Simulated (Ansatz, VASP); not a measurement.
# NaF (Villiaumite) in two plane-wave programs, part 2 of 2

One calculation is typed for both programs; each brings its own data sets. How far apart do they land? The cell is taken from a series of VASP runs on this material, whose earlier steps may have relaxed, scaled or displaced it; both programs get it as it stands. Valence electrons are named where the data sets of a main pair hold unlike numbers.

VASP 6.6.1 and Ansatz 0.2.0.

So far. Step 3 (VASP: band structure, LDA): The run ends at a pressure of -5.87 GPa.

### 6. VASP: band structure, PBE

Level of this step: PBE; plane waves and PAW (Na_pv, F) (VASP).

The same path points are solved in both programs, so levels can be compared one by one.

INCAR

```
SYSTEM = NaF
PREC = Accurate
ENCUT = 460
EDIFF = 1E-06
NELM = 100
ISMEAR = 0
SIGMA = 0.03
LREAL = .FALSE.
ALGO = Normal
GGA = PE
NBANDS = 19
LORBIT = 11
LWAVE = .FALSE.
LCHARG = .FALSE.
KPAR = 4
LASPH = .TRUE.
```

POSCAR

```
NaF
1.0
    0.0000000000      2.3200000000      2.3200000000
    2.3200000000      0.0000000000      2.3200000000
    2.3200000000      2.3200000000      0.0000000000
Na F
1 1
Direct
    0.0000000000      0.0000000000      0.0000000000
    0.5000000000      0.5000000000      0.5000000000
```

KPOINTS

```
Automatic mesh
0
Gamma
8 8 8
0 0 0
```

KPOINTS_OPT

```
Line mode
10
Line-mode
Reciprocal
  0.00000000   0.00000000   0.00000000 GAMMA
  0.50000000   0.00000000   0.50000000 X

  0.50000000   0.00000000   0.50000000 X
  0.50000000   0.25000000   0.75000000 W

  0.50000000   0.25000000   0.75000000 W
  0.37500000   0.37500000   0.75000000 K

  0.37500000   0.37500000   0.75000000 K
  0.00000000   0.00000000   0.00000000 GAMMA

  0.00000000   0.00000000   0.00000000 GAMMA
  0.50000000   0.50000000   0.50000000 L

  0.50000000   0.50000000   0.50000000 L
  0.62500000   0.25000000   0.62500000 U

  0.62500000   0.25000000   0.62500000 U
  0.50000000   0.25000000   0.75000000 W

  0.50000000   0.25000000   0.75000000 W
  0.50000000   0.50000000   0.50000000 L

  0.50000000   0.50000000   0.50000000 L
  0.37500000   0.37500000   0.75000000 K

  0.62500000   0.25000000   0.62500000 U
  0.50000000   0.00000000   0.50000000 X
```

The projector-augmented-wave data sets are Na_pv and F (PBE family, release 64).

The run is started by

```bash
$ mpirun -np 4 vasp_std
```

Numbers of over 12 decimals in the logs are rounded to 6 here.

What it wrote:

```text
[banner, memory and clock lines left out]
running    4 mpi-ranks, on    1 nodes
[...]
LDA part: xc-table for (Slater+PW92), standard interpolation
 POSCAR, INCAR and KPOINTS ok, starting setup
[...]
entering main loop
       N       E                     dE             d eps       ncg     rms          rms(c)
DAV:   1     0.100497192057E+03    0.10050E+03   -0.63492E+03  1164   0.828E+02
DAV:   2    -0.451002192809E+01   -0.10501E+03   -0.97992E+02  1231   0.258E+02
DAV:   3    -0.942504498356E+01   -0.49150E+01   -0.48985E+01  1276   0.509E+01
DAV:   4    -0.945806467506E+01   -0.33020E-01   -0.33015E-01  1269   0.422E+00
[...]
DAV:  10    -0.856773254720E+01   -0.49417E-04   -0.50754E-04  1186   0.195E-01    0.124E-02
DAV:  11    -0.856773485383E+01   -0.23066E-05   -0.19329E-05  1275   0.574E-02    0.410E-03
DAV:  12    -0.856773523161E+01   -0.37778E-06   -0.15473E-06  1177   0.122E-02
   1 F= -.85677352E+01 E0= -.85677352E+01  d E =-.849082E-34
 Start KPOINTS_OPT (optional k-point list driver)
k-point batch [1-29\100]
       N       E                     dE             ncg
DAV:   1    -0.210439717673E+04   -0.15911E+05     1113
DAV:   2    -0.521354210666E+04   -0.31091E+04     1207
DAV:   3    -0.536946997598E+04   -0.15593E+03     1362
DAV:   4    -0.537067570935E+04   -0.12057E+01     1330
DAV:   5    -0.537068152972E+04   -0.58204E-02     1322
DAV:   6    -0.537068158654E+04   -0.56825E-04     1322
DAV:   7    -0.537068158720E+04   -0.65186E-06     1126
[...]
k-point batch [88-100\100]
       N       E                     dE             ncg
DAV:   1     0.721319818931E+04   -0.85388E+04      529
DAV:   2     0.584147640453E+04   -0.13717E+04      638
DAV:   3     0.577221291457E+04   -0.69263E+02      576
DAV:   4     0.577165932747E+04   -0.55359E+00      588
DAV:   5     0.577165610471E+04   -0.32228E-02      582
DAV:   6     0.577165606850E+04   -0.36211E-04      625
DAV:   7     0.577165606806E+04   -0.43821E-06      488
```

OUTCAR, selected parts (step 6):

```text
  Total        0.0750501      0.0750501      0.0750501      0.0000000      0.0000000      0.0000000
  in kB        4.8146859      4.8146859      4.8146859      0.0000000      0.0000000      0.0000000
  external PRESSURE =       4.8146859 kB  Pullay stress =       0.0000000 kB

 POSITION                                       TOTAL-FORCE (eV/Angst)
 -----------------------------------------------------------------------------------
      0.00000      0.00000      0.00000         0.000000      0.000000      0.000000
      2.32000      2.32000      2.32000        -0.000000     -0.000000     -0.000000
 -----------------------------------------------------------------------------------
    total drift:                                0.000000     -0.000000      0.000000

  FREE ENERGIE OF THE ION-ELECTRON SYSTEM (eV)
  ---------------------------------------------------
  free  energy   TOTEN  =        -8.5677352316 eV

  energy  without entropy=       -8.5677352316  energy(sigma->0) =       -8.56773523

[... 2 parts as in an earlier step ...]

[... 1 further part left out ...]
[key lines of the parts left out:]
E-fermi :  -1.8560
```

The run ends at a pressure of 0.48 GPa.

### 7. Ansatz: band structure, PBE

The same cell, functional, mesh and smearing now go to Ansatz, which takes its cutoff from its data sets.

The cell is taken from a series of VASP runs on this material, whose earlier steps may have relaxed, scaled or displaced it; both programs get it as it stands.

input.yaml

```yaml
crystal:
  lattice:
    - [0.0, 2.32, 2.32]
    - [2.32, 0.0, 2.32]
    - [2.32, 2.32, 0.0]
  atoms:
    - { symbol: Na, position: [0.0, 0.0, 0.0] }
    - { symbol: F, position: [0.5, 0.5, 0.5] }
hamiltonian:
  xc: pbe
  pseudopotentials: { kind: paw }
kpoints:
  mp_grid: { grid: [8, 8, 8] }
  band_path:
    path:
      - [0.0, 0.0, 0.0]
      - [0.16667, 0.0, 0.16667]
      - [0.33333, 0.0, 0.33333]
      - [0.5, 0.0, 0.5]
      - [0.5, 0.08333, 0.58333]
      - [0.5, 0.19444, 0.69444]
      - [0.5, 0.25, 0.75]
      - [0.45833, 0.29167, 0.75]
      - [0.40278, 0.34722, 0.75]
      - [0.375, 0.375, 0.75]
      - [0.20833, 0.20833, 0.41667]
      - [0.08333, 0.08333, 0.16667]
      - [0.0, 0.0, 0.0]
      - [0.22222, 0.22222, 0.22222]
      - [0.38889, 0.38889, 0.38889]
      - [0.51389, 0.47222, 0.51389]
      - [0.55556, 0.38889, 0.55556]
      - [0.61111, 0.27778, 0.61111]
      - [0.61111, 0.25, 0.63889]
      - [0.56944, 0.25, 0.68056]
      - [0.51389, 0.25, 0.73611]
      - [0.5, 0.27778, 0.72222]
      - [0.5, 0.38889, 0.61111]
      - [0.5, 0.47222, 0.52778]
      - [0.48611, 0.48611, 0.52778]
      - [0.43056, 0.43056, 0.63889]
      - [0.38889, 0.38889, 0.72222]
      - [0.59722, 0.19444, 0.59722]
      - [0.55556, 0.11111, 0.55556]
      - [0.5, 0.0, 0.5]
    npoints: 1
scf:
  occupations: { method: gaussian, width: 0.03 }
  n_extra_bands: 7
output:
  forces: true
  stress: true
  eigenvalues: true
  write_density: true
  write_potential: true
  elf: true
  volumetric_format: npy
```

The run is started by

```bash
$ ansatz run input.yaml --threads 2 --pin off --max-ram 4608MiB --backend cpu --events-out ev --progress --plain --runs-dir out
```

What it wrote:

```text
[...]
Crystal: 2 atoms, lattice volume = 24.974 Å³
Basis set: ecut = 420 eV, 531 PW (Γ), exchange–correlation on 48×48×48 points (8 copies of the dense FFT grid, shifted against one another)
Bands: 15, of which v1, the nominal top of the filled ones, is band 8 counted from 1 (7 counted from 0)
Symmetry: 48 space group operations
[...]
k-points: 29 of 512
[...]
k-point 0: bands = [... 4 lower, -17.9650, 0.9906, 0.9906, 0.9906, 7.2856, 19.9515, 19.9515, 19.9515, ... 3 higher]
  k-point 1: bands = [... 4 lower, -17.7352, 0.6990, 0.9535, 0.9535, 7.8289, 18.2204, 20.1870, 20.1870, ... 3 higher]
  k-point 2: bands = [... 4 lower, -17.4603, 0.1044, 0.8646, 0.8646, 9.1430, 16.1290, 20.7038, 20.7038, ... 3 higher]
  k-point 28: bands = [... 4 lower, -17.4933, 0.1251, 0.1251, 0.4254, 14.1919, 14.1919, 16.1699, 17.8235, ... 3 higher]
[key lines of the parts left out:]
SCF converged after 6 iterations
Free energy (F): -2297.425195 eV
Fermi energy:    4.138212 eV
P = ⅓ Tr σ = 1.9215 GPa (19.215 kbar)
```

It took 1.4 s on 2 threads of Arm Neoverse N1, shared host; peak memory 0.24 GiB; 2.1 s of CPU time.

### 8. Differences

What differs besides the data sets and the points named for the pairs above, as far as they apply: the data sets hold 16 valence electrons in Ansatz (on its default PAW (the set named soft_2) files) and 14 in VASP. Total energies have different zeros and are not compared.

Compared:

| quantity | Ansatz | VASP | difference |
| --- | --- | --- | --- |
| pressure (GPa) | 1.92 | 0.48 | +1.44 |
| pressure without Ansatz's Pulay correction (GPa) | 1.45 | 0.48 | +0.97 |
| gap over the path points (eV) | 6.295 | 6.282 | +0.013 |

Levels at points of the path, from each program's valence-band top (eV; 3 filled, then empty):

| k (reciprocal lattice) | Ansatz | VASP |
| --- | --- | --- |
| 0.000 0.000 0.000 | 0.00 0.00 0.00 6.29 18.96 | 0.00 0.00 0.00 6.28 18.95 |
| 0.167 0.000 0.167 | -0.53 -0.11 -0.11 7.50 16.29 | -0.54 -0.11 -0.11 7.49 16.28 |
| 0.333 0.000 0.333 | -1.13 -0.31 -0.31 10.13 14.06 | -1.13 -0.31 -0.31 10.13 14.05 |
| 0.500 0.000 0.500 | -1.26 -0.40 -0.40 13.12 13.31 | -1.27 -0.40 -0.40 13.13 13.29 |
| 0.500 0.083 0.583 | -1.22 -0.47 -0.44 13.13 13.29 | -1.22 -0.47 -0.45 13.14 13.28 |
| 0.500 0.194 0.694 | -1.01 -0.71 -0.55 13.17 13.23 | -1.01 -0.72 -0.55 13.18 13.23 |
| 0.500 0.250 0.750 | -0.87 -0.87 -0.56 13.20 13.20 | -0.87 -0.87 -0.57 13.20 13.20 |
| 0.458 0.292 0.750 | -0.96 -0.81 -0.51 13.08 13.19 | -0.96 -0.81 -0.51 13.08 13.20 |
| 0.403 0.347 0.750 | -1.04 -0.82 -0.39 12.86 13.20 | -1.04 -0.82 -0.39 12.85 13.21 |
| 0.375 0.375 0.750 | -1.05 -0.82 -0.36 12.82 13.21 | -1.05 -0.83 -0.37 12.81 13.21 |

Among the levels compared at these points, filled levels agree within 7 meV and empty ones within 13 meV. Ansatz's pressure holds a Pulay correction of 0.47 GPa; VASP's holds none.

### 9. Other set-ups

Further runs change the set-up of one program: Ansatz's method, potentials or start, or VASP's data sets, cutoff or form of LDA. The table gives Ansatz less VASP for each quantity, since a change that brings one quantity closer may part another.

| run | pressure (GPa) | gap over the path points (eV) |
| --- | --- | --- |
| as above | 1.4 | 0.013 |
| Ansatz's all-electron LAPW method | 1.5 | 0.0073 |
| Ansatz's larger PAW set (cutoff 1300 eV) | 1.5 | 0.0086 |
| norm-conserving potentials (cutoff 1320 eV) | 1.4 | 0.0024 |

### 10. Ansatz: band structure, r2SCAN

Levels along a path test the potential and the projectors away from the mesh points.

The cell is taken from a series of VASP runs on this material, whose earlier steps may have relaxed, scaled or displaced it; both programs get it as it stands.

Changes to input.yaml since step 7:

```diff
@@ -9,3 +9,3 @@
 hamiltonian:
-  xc: pbe
+  xc: r2scan
   pseudopotentials: { kind: paw }
```

What it wrote:

```text
[...]
Crystal: 2 atoms, lattice volume = 24.974 Å³
Basis set: ecut = 500 eV, 609 PW (Γ), exchange–correlation on 96×96×96 points (64 copies of the dense FFT grid, shifted against one another)
Bands: 15, of which v1, the nominal top of the filled ones, is band 8 counted from 1 (7 counted from 0)
Symmetry: 48 space group operations
[...]
k-points: 29 of 512
[...]
k-point 0: bands = [... 4 lower, -19.0456, 0.3571, 0.3571, 0.3571, 7.4699, 20.3964, 20.3964, 20.3964, ... 3 higher]
  k-point 1: bands = [... 4 lower, -18.9553, 0.0771, 0.3196, 0.3196, 8.0115, 18.5190, 20.6483, 20.6483, ... 3 higher]
  k-point 2: bands = [... 4 lower, -18.7750, -0.5042, 0.2301, 0.2301, 9.3383, 16.3958, 21.2261, 21.2261, ... 3 higher]
  k-point 28: bands = [... 4 lower, -18.8282, -0.5033, -0.5033, -0.2002, 14.4119, 14.4119, 16.8352, 18.3596, ... 3 higher]
[key lines of the parts left out:]
SCF converged after 6 iterations
Free energy (F): -2301.369250 eV
Fermi energy:    3.913562 eV
P = ⅓ Tr σ = -1.5028 GPa (-15.028 kbar)
```

Elapsed: 2.4 s, on 2 threads; peak memory 0.3 GiB; 4.2 s of CPU time.

### 11. VASP: band structure, r2SCAN

The same cell, functional, mesh and smearing now go to VASP, with its own data sets.

Changes to INCAR since step 6:

```diff
@@ -9,3 +9,4 @@
 ALGO = Normal
-GGA = PE
+METAGGA = R2SCAN
+LASPH = .TRUE.
 NBANDS = 19
@@ -15,2 +16 @@
 KPAR = 4
-LASPH = .TRUE.
```

POSCAR is that of step 6.

KPOINTS is that of step 6.

KPOINTS_OPT is that of step 6.

The run is started by

```bash
$ mpirun -np 4 vasp_std
```

What it wrote:

```text
[banner, memory and clock lines left out]
running    4 mpi-ranks, on    1 nodes
[...]
|                                                                             |
|               ----> ADVICE to this user running VASP <----                  |
|                                                                             |
|     You enforced a specific xc type in the INCAR file but a different       |
|     [... a line on the potential file left out ...]
|     I HOPE YOU KNOW WHAT YOU ARE DOING!                                     |
|                                                                             |

 LDA part: xc-table for (None), standard interpolation
 POSCAR, INCAR and KPOINTS ok, starting setup
[...]
entering main loop
       N       E                     dE             d eps       ncg     rms          rms(c)
DAV:   1     0.984783324908E+02    0.98478E+02   -0.64723E+03  1156   0.848E+02
DAV:   2    -0.110146849315E+02   -0.10949E+03   -0.10218E+03  1202   0.268E+02
[...]
DAV:  13    -0.126025594600E+02    0.85013E-05   -0.54769E-06  1221   0.176E-02    0.251E-03
DAV:  14    -0.126025577830E+02    0.16770E-05   -0.11473E-07   677   0.249E-03    0.169E-03
DAV:  15    -0.126025570769E+02    0.70610E-06   -0.81929E-08   626   0.230E-03
   1 F= -.12602557E+02 E0= -.12602557E+02  d E =-.217742E-16
 Start KPOINTS_OPT (optional k-point list driver)
k-point batch [1-29\100]
       N       E                     dE             ncg
DAV:   1    -0.238804909416E+04   -0.16195E+05     1119
DAV:   2    -0.563285004656E+04   -0.32448E+04     1194
DAV:   3    -0.578973129664E+04   -0.15688E+03     1370
DAV:   4    -0.579095131294E+04   -0.12200E+01     1328
DAV:   5    -0.579095722499E+04   -0.59121E-02     1335
DAV:   6    -0.579095728615E+04   -0.61163E-04     1356
DAV:   7    -0.579095728690E+04   -0.74839E-06     1116
[...]
k-point batch [88-100\100]
       N       E                     dE             ncg
DAV:   1     0.708507287617E+04   -0.86669E+04      537
DAV:   2     0.565435150930E+04   -0.14307E+04      638
DAV:   3     0.558382391258E+04   -0.70528E+02      582
DAV:   4     0.558325258432E+04   -0.57133E+00      580
DAV:   5     0.558324942330E+04   -0.31610E-02      573
DAV:   6     0.558324938564E+04   -0.37661E-04      633
DAV:   7     0.558324938512E+04   -0.52149E-06      520
```

Parts of OUTCAR (step 11):

```text
  Total       -0.5075376     -0.5075376     -0.5075376      0.0000000      0.0000000     -0.0000000
  in kB      -32.5600362    -32.5600362    -32.5600362      0.0000000      0.0000000     -0.0000000
  external PRESSURE =     -32.5600362 kB  Pullay stress =       0.0000000 kB

  FREE ENERGIE OF THE ION-ELECTRON SYSTEM (eV)
  ---------------------------------------------------
  free  energy   TOTEN  =       -12.6025570769 eV

  energy  without entropy=      -12.6025570769  energy(sigma->0) =      -12.60255708

[... 3 parts as in an earlier step ...]

[... 1 further part left out ...]
[key lines of the parts left out:]
E-fermi :  -2.5829
```

The run ends at a pressure of -3.26 GPa.

### 12. Comparison

What differs besides the data sets and the points named for the pairs above, as far as they apply: VASP keeps PBE cores, Ansatz makes them for the functional; the data sets hold 16 valence electrons in Ansatz (on its default PAW (the set named soft_2) files) and 14 in VASP; the cutoff is 500 eV in Ansatz and 460 eV in VASP. Total energies have different zeros and are not compared.

Both answers:

| quantity | Ansatz | VASP | difference |
| --- | --- | --- | --- |
| pressure (GPa) | -1.50 | -3.26 | +1.75 |
| pressure without Ansatz's Pulay correction (GPa) | -1.58 | -3.26 | +1.67 |
| gap over the path points (eV) | 7.113 | 7.152 | -0.039 |

Levels at points of the path, from each program's valence-band top (eV; 3 filled, then empty):

| k (reciprocal lattice) | Ansatz | VASP |
| --- | --- | --- |
| 0.000 0.000 0.000 | 0.00 0.00 0.00 7.11 20.04 | 0.00 0.00 0.00 7.15 19.76 |
| 0.167 0.000 0.167 | -0.52 -0.11 -0.11 8.32 17.15 | -0.52 -0.11 -0.11 8.36 16.96 |
| 0.333 0.000 0.333 | -1.11 -0.31 -0.31 11.03 14.86 | -1.11 -0.31 -0.31 11.05 14.68 |
| 0.500 0.000 0.500 | -1.26 -0.40 -0.40 14.02 14.08 | -1.25 -0.40 -0.40 13.90 14.03 |
| 0.500 0.083 0.583 | -1.21 -0.47 -0.44 14.02 14.08 | -1.21 -0.47 -0.44 13.92 14.03 |
| 0.500 0.194 0.694 | -1.00 -0.71 -0.54 14.04 14.07 | -1.00 -0.71 -0.54 13.98 14.02 |
| 0.500 0.250 0.750 | -0.86 -0.86 -0.56 14.05 14.05 | -0.86 -0.86 -0.56 14.00 14.00 |
| 0.458 0.292 0.750 | -0.96 -0.80 -0.51 13.93 14.06 | -0.96 -0.80 -0.51 13.86 14.03 |
| 0.403 0.347 0.750 | -1.03 -0.81 -0.39 13.70 14.08 | -1.03 -0.81 -0.39 13.62 14.07 |
| 0.375 0.375 0.750 | -1.04 -0.81 -0.37 13.66 14.08 | -1.04 -0.81 -0.37 13.58 14.07 |

Among the levels compared at these points, filled levels agree within 12 meV and empty ones within 281 meV. Ansatz's pressure holds a Pulay correction of 0.08 GPa; VASP's holds none.

### 13. Further runs

Further runs change the set-up of one program: Ansatz's method, potentials or start, or VASP's data sets, cutoff or form of LDA. The table gives Ansatz less VASP for each quantity, since a change that brings one quantity closer may part another.

| run | pressure (GPa) | gap over the path points (eV) | pressure without Ansatz's Pulay correction (GPa) |
| --- | --- | --- | --- |
| as above | 1.8 | -0.039 | 1.7 |
| cores kept as stored | 1.7 | -0.038 | 1.7 |
| Ansatz's all-electron LAPW method | 1.7 | -0.042 |  |
| Ansatz's larger PAW set (cutoff 1300 eV) | 1.7 | -0.040 |  |
| norm-conserving potentials (cutoff 1250 eV) | 1.6 | -0.014 | 1.5 |

### 14. Outcome

| Property | Result |
| --- | --- |
| difference in pressure (band structure, LDA) | 1.4 GPa |
| difference in pressure (band structure, PBE) | 1.4 GPa |
| difference in pressure (band structure, r2SCAN) | 1.8 GPa |

The difference in pressure is 1.8 GPa (band structure, r2SCAN), beyond the 1 GPa picked in this series as the mark of a large difference. The data sets hold unlike numbers of valence electrons (16 in Ansatz and 14 in VASP), so part of the differences comes from the potentials. Band structure, LDA, Ansatz's all-electron LAPW method: the difference in gap over the path points goes from 0.018 to 0.0049 eV. Band structure, LDA, Ansatz's larger PAW set (cutoff 1300 eV): the difference in gap over the path points goes from 0.018 to 0.0060 eV. Band structure, LDA, norm-conserving potentials (cutoff 1197 eV): the difference in gap over the path points goes from 0.018 to 0.031 eV. Band structure, PBE, Ansatz's all-electron LAPW method: the difference in gap over the path points goes from 0.013 to 0.0073 eV. Band structure, PBE, Ansatz's larger PAW set (cutoff 1300 eV): the difference in gap over the path points goes from 0.013 to 0.0086 eV. 7 further runs of this series are not shown here. How closely two codes agree says nothing of how well the functional describes the real material.

[Lines on the potential files, build, host, timing and source positions are cut from VASP's logs without a mark.]

[Logs are printed without paths, hosts, clocks, repeated set-up lines and the standing remarks that a program may print on its own settings, such as how far it seeks lower states.]

[Hosts, paths, dates, database ids (printed as entryN), source tags and the programs' standing remarks are cut or masked in the printed files.]
